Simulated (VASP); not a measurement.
Calculation: PBE GGA + U (Dudarev), VASP's PBE PAW potentials (set 64) (plane waves; VASP).

VASP input:

KPOINTS:
```
kpoints
0
G
  12 12 9
```

### INCAR
```
# general
SYSTEM   =FePt
PREC     =Accurate
ENCUT    =400   # plane-wave cut-off (eV)
LREAL    =.FALSE.   # projection in real space or not
LASPH    =.TRUE.   # aspherical one-centre terms

# electronic loop
EDIFF    =1E-6   # SCF stop (eV)
NELM     =100   # most electronic steps
ALGO     =Normal   # blocked Davidson
LMAXMIX  =6   # l cut-off of mixed one-centre charges

# smearing
ISMEAR   =1   # Methfessel-Paxton
SIGMA    =0.1   # width (eV)

# functional
GGA      =PE

# spin
ISPIN    =2   # spin-polarised
MAGMOM   =3.0 0.0

# DFT+U
LDAU     =.TRUE.
LDAUTYPE =2   # Dudarev
LDAUL    =2 -1
LDAUU    =2.0 0
LDAUJ    =0 0
LDAUPRINT=1

# ions
ISIF     =2

# output
LWAVE    =.FALSE.
LCHARG   =.FALSE.
LORBIT   =10
```

File POSCAR:
```
FePt
1
    2.7744000000     0.0000000000     0.0000000000
    0.0000000000     2.7744000000     0.0000000000
    0.0000000000     0.0000000000     3.7842000000
Fe Pt
1 1
Direct
  0.0000000000   0.0000000000   0.0000000000
  0.5000000000   0.5000000000   0.5000000000
```

POTCAR, in this order: Fe Pt (PBE.64 set). Program: vasp_std.

What VASP printed:

OUTCAR:
```
 ion  position               nearest neighbor table
   1  0.000  0.000  0.000-   2 2.73   2 2.73   2 2.73   2 2.73   2 2.73   2 2.73   2 2.73   2 2.73
  LATTYP: Found a simple tetragonal cell.
 ALAT       =     2.7744000000
 C/A-ratio  =     1.3639705882
 Subroutine PRICEL returns:
 Original cell was already a primitive cell.
 Subroutine GETGRP returns: Found 16 space group operations
The static configuration has the point symmetry D_4h.
The dynamic configuration has the point symmetry D_4h.
The overall configuration has the point symmetry D_4h.
 Subroutine INISYM returns: Found 16 space group operations
 Subroutine IBZKPT returns following result:
 Found    140 irreducible k-points:

 Following reciprocal coordinates:
            Coordinates               Weight
  0.000000  0.000000  0.000000      1.000000
  0.083333  0.000000  0.000000      4.000000
  0.166667  0.000000  0.000000      4.000000
  0.250000  0.000000  0.000000      4.000000
  0.333333  0.000000  0.000000      4.000000
  0.416667  0.000000  0.000000      4.000000
  0.500000  0.000000  0.000000      2.000000
  0.083333  0.083333  0.000000      4.000000
  0.166667  0.083333  0.000000      8.000000
  0.250000  0.083333  0.000000      8.000000
  0.333333  0.083333  0.000000      8.000000
  0.416667  0.083333  0.000000      8.000000
  0.500000  0.083333  0.000000      4.000000
  0.166667  0.166667  0.000000      4.000000
  0.250000  0.166667  0.000000      8.000000
  0.333333  0.166667  0.000000      8.000000
  0.416667  0.166667  0.000000      8.000000
  0.500000  0.166667  0.000000      4.000000
  0.250000  0.250000  0.000000      4.000000
  0.333333  0.250000  0.000000      8.000000
  0.416667  0.250000  0.000000      8.000000
  0.500000  0.250000  0.000000      4.000000
  0.333333  0.333333  0.000000      4.000000
  0.416667  0.333333  0.000000      8.000000
  0.500000  0.333333  0.000000      4.000000
  0.416667  0.416667  0.000000      4.000000
  0.500000  0.416667  0.000000      4.000000
  0.500000  0.500000  0.000000      1.000000
  0.000000  0.000000  0.111111      2.000000
  0.083333  0.000000  0.111111      8.000000
  0.166667  0.000000  0.111111      8.000000
  0.250000  0.000000  0.111111      8.000000
  0.333333  0.000000  0.111111      8.000000
  0.416667  0.000000  0.111111      8.000000
  0.500000  0.000000  0.111111      4.000000
  0.083333  0.083333  0.111111      8.000000
  0.166667  0.083333  0.111111     16.000000
  0.250000  0.083333  0.111111     16.000000
  0.333333  0.083333  0.111111     16.000000
  0.416667  0.083333  0.111111     16.000000
   k-points           NKPTS =    140   k-points in BZ     NKDIM =    140   number of bands    NBANDS=     15
   number of dos      NEDOS =    301   number of ions     NIONS =      2
   total plane-waves  NPLWV =   9072
   dimension x,y,z NGX =    18 NGY =   18 NGZ =   28
   dimension x,y,z NGXF=    36 NGYF=   36 NGZF=   56
   ions per type =               1   1
   PREC   = accura    normal or accurate (medium, high low for compatibility)
   ISTART =      0    job   : 0-new  1-cont  2-samecut
   ICHARG =      2    charge: 1-file 2-atom 10-const
   ISPIN  =      2    spin polarized calculation?
   LNONCOLLINEAR =      F non collinear calculations
   LSORBIT =      F    spin-orbit coupling
   INIWAV =      1    electr: 0-lowe 1-rand  2-diag
   ENCUT  =  400.0 eV  29.40 Ry    5.42 a.u.   4.52  4.52  6.17*2*pi/ulx,y,z
   NELM   =    100;   NELMIN=  2; NELMDL= -5     # of ELM steps
   EDIFF  = 0.1E-05   stopping-criterion for ELM
   LREAL  =      F    real-space projection
   NLSPLINE    = F    spline interpolate recip. space projectors
...
```

### OSZICAR
```
       N       E                     dE             d eps       ncg     rms          rms(c)
DAV:   1     0.793649065120E+02    0.79365E+02   -0.74667E+03  8824   0.106E+03
DAV:   2    -0.118561337037E+02   -0.91221E+02   -0.81377E+02  8667   0.227E+02
DAV:   3    -0.145691622928E+02   -0.27130E+01   -0.26501E+01 10670   0.480E+01
DAV:   4    -0.145959501515E+02   -0.26788E-01   -0.26775E-01  9523   0.415E+00
DAV:   5    -0.145966737862E+02   -0.72363E-03   -0.72362E-03 11219   0.766E-01    0.164E+01
DAV:   6    -0.150321439754E+02   -0.43547E+00   -0.15444E+01  9346   0.909E+01    0.211E+01
DAV:   7    -0.135834286097E+02    0.14487E+01   -0.62723E+00 10677   0.666E+01    0.758E+00
DAV:   8    -0.135106473429E+02    0.72781E-01   -0.38963E-01 10986   0.132E+01    0.351E+00
DAV:   9    -0.134581492271E+02    0.52498E-01   -0.15415E-01 11779   0.892E+00    0.164E+00
DAV:  10    -0.134628347262E+02   -0.46855E-02   -0.19496E-02 12589   0.167E+00    0.660E-01
DAV:  11    -0.134601202489E+02    0.27145E-02   -0.10157E-02 11007   0.255E+00    0.158E-01
DAV:  12    -0.134604867555E+02   -0.36651E-03   -0.62477E-04 10960   0.310E-01    0.917E-02
DAV:  13    -0.134606143185E+02   -0.12756E-03   -0.10159E-04 11154   0.146E-01    0.461E-02
DAV:  14    -0.134606376842E+02   -0.23366E-04   -0.45528E-05 11367   0.125E-01    0.146E-02
DAV:  15    -0.134606447210E+02   -0.70368E-05   -0.10053E-05 10991   0.389E-02    0.775E-03
DAV:  16    -0.134606459863E+02   -0.12652E-05   -0.29452E-06  6871   0.198E-02    0.452E-03
DAV:  17    -0.134606459935E+02   -0.72521E-08   -0.35666E-07  5089   0.877E-03
   1 F= -.13460646E+02 E0= -.13460853E+02  d E =0.620218E-03  mag=     3.5808
```

### OUTCAR
```
------------------------ aborting loop because EDIFF is reached ----------------------------------------
  FORCE on cell =-STRESS in cart. coord.  units (eV):
  Direction    XX          YY          ZZ          XY          YZ          ZX
  --------------------------------------------------------------------------------------
  Total       -0.7220262     -0.7220262     -0.5830440      0.0000000      0.0000000     -0.0000000
  in kB      -39.7147000    -39.7147000    -32.0700554      0.0000000      0.0000000     -0.0000000
  external PRESSURE =     -37.1664851 kB  Pullay stress =       0.0000000 kB
  volume of cell :       29.13
      direct lattice vectors                 reciprocal lattice vectors
     2.774400000  0.000000000  0.000000000     0.360438293  0.000000000  0.000000000
     0.000000000  2.774400000  0.000000000     0.000000000  0.360438293  0.000000000
     0.000000000  0.000000000  3.784200000     0.000000000  0.000000000  0.264256646
 POSITION                                       TOTAL-FORCE (eV/Angst)
 -----------------------------------------------------------------------------------
      0.00000      0.00000      0.00000         0.000000      0.000000      0.000000
      1.38720      1.38720      1.89210         0.000000      0.000000      0.000000
 -----------------------------------------------------------------------------------
    total drift:                                0.000000     -0.000000     -0.000000
  FREE ENERGIE OF THE ION-ELECTRON SYSTEM (eV)
  ---------------------------------------------------
  free  energy   TOTEN  =       -13.4606459935 eV

  energy  without entropy=      -13.4612662116  energy(sigma->0) =      -13.46085273

 total charge

# of ion       s       p       d       tot
------------------------------------------
    1        0.401   0.422   6.040   6.864
    2        0.693   0.603   8.050   9.346
--------------------------------------------------
tot          1.094   1.025  14.090  16.209

 magnetization (x)

# of ion       s       p       d       tot
------------------------------------------
    1        0.011  -0.010   3.315   3.316
    2       -0.027  -0.071   0.384   0.286
--------------------------------------------------
tot         -0.016  -0.081   3.700   3.603
```
(Selected blocks of OUTCAR.)

The compound is FePt in the L1_0 structure. The cell was not relaxed at this level. The run is one of a series of settings (LDAU = .TRUE., LDAUJ = 0 0, LDAUL = 2 -1, LDAUTYPE = 2, LDAUU = 2.0 0 against the base run), some of them coarse on purpose.
